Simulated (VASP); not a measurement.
```
CELL_PARAMETERS angstrom
      1.60001    -2.77131     0.00000
      1.60001     2.77131     0.00000
      0.00000     0.00000    14.13546
ATOMIC_POSITIONS crystal
  W  0.33333 0.66667 0.25000
  W  0.66667 0.33333 0.75000
  Se 0.33333 0.66667 0.86593
  Se 0.66667 0.33333 0.36593
  Se 0.66667 0.33333 0.13407
  Se 0.33333 0.66667 0.63407
```

The numbers are results of AM05 GGA, VASP's PBE PAW potentials (set 64) (plane waves; VASP), not measurements. Settings: 520 eV cut-off, 8×8×2 Γ-centred mesh, Gaussian smearing of 0.050 eV, potentials W_sv Se.

Without a dispersion term in the relaxation, distances and binding between the weakly bound layers, chains or molecules are unreliable, and so is what depends on them.

Problem. The ions and cell shape at fixed volume are relaxed. Predict the relaxed structure.

Solution. 
```
CELL_PARAMETERS angstrom
      1.63172    -2.82623     0.00000
      1.63172     2.82623     0.00000
      0.00000     0.00000    13.59142
ATOMIC_POSITIONS crystal
  W  0.33333 0.66667 0.25000
  W  0.66667 0.33333 0.75000
  Se 0.33333 0.66667 0.87312
  Se 0.66667 0.33333 0.37312
  Se 0.66667 0.33333 0.12688
  Se 0.33333 0.66667 0.62688
```
Space group P6_3/mmc (194), at a tolerance of 0.03 Å.

Problem. How much energy does the relaxation gain?

Solution. The energy (σ→0) changes by -34.6 meV/atom, in 8 ionic steps.

```tsv
step	E(σ→0) (eV)	max force (eV/Å)	pressure (GPa)	volume (Å³)
1	-44.8571	1.179	9.30	125.36
2	-44.9734	0.047	3.59	125.36
3	-44.9754	0.086	4.22	125.36
4	-45.0347	0.078	2.76	125.36
5	-45.0640	0.067	0.90	125.36
6	-45.0640	0.067	0.83	125.36
7	-45.0642	0.052	0.25	125.36
8	-45.0645	0.000	0.51	125.36
```

The compound is WSe2 in the 2H layered structure. This cell is one point of a volume scan, at 0.94 of the reference volume. Symmetry was kept, so distortions that lower it aren't found.
